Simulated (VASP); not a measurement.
The system is Ru.

```
Ru
1.0
     2.70783    0.00000    0.00000
    -1.35391    2.34505    0.00000
     0.00000    0.00000    4.26810
Ru
2
Direct
  0.33333 0.66667 0.25000
  0.66667 0.33333 0.75000
```

| Quantity | Value |
| --- | --- |
| Program | VASP 6.6.1 |
| Task | relaxation of cell and atoms |
| Functional | PBEsol |
| Potentials or basis | VASP PAW PBE potentials, release 64 (Ru) |
| Cutoff | 580 eV |
| k mesh | 18 × 18 × 10 |
| Occupations | gaussian, width 0.1 eV |
| Spin | no spin polarisation |

At the start: pressure -8.0 GPa; volume 13.55 Å³/atom.

Question: How do energy, volume and symmetry change on relaxing?

Answer: Over 9 steps the energy falls by 8.2 meV/atom and the volume is 13.23 Å³/atom (-2.4 %); space group P6_3/mmc (No. 194, to 0.05 Å).

The path:
```
step  energy change (eV)  largest force (eV/Å)  pressure (GPa)  volume (Å³)
   1              0.0000                0.0000           -7.95        27.10
   2              0.1594                0.0000           31.70        24.55
   3             -0.0163                0.0000           -0.24        26.48
   4             -0.0164                0.0000           -0.01        26.46
   5             -0.0164                0.0000            0.16        26.45
   6             -0.0164                0.0000            0.15        26.45
   7             -0.0164                0.0000            0.15        26.45
   8             -0.0164                0.0000           -0.36        26.49
   9             -0.0164                0.0000            0.01        26.46
```

Final structure:
```cif
data_structure
_symmetry_space_group_name_H-M 'P 1'
_symmetry_Int_Tables_number 1
_cell_length_a 2.6841
_cell_length_b 2.6841
_cell_length_c 4.2408
_cell_angle_alpha 90.000
_cell_angle_beta 90.000
_cell_angle_gamma 120.000
_cell_volume 26.46
loop_
_atom_site_label
_atom_site_type_symbol
_atom_site_fract_x
_atom_site_fract_y
_atom_site_fract_z
_atom_site_occupancy
Ru1 Ru 0.33333 0.66667 0.25000 1
Ru2 Ru 0.66667 0.33333 0.75000 1
```

Caveat: the PAW data sets were made with another functional, which shifts forces and pressure a little.
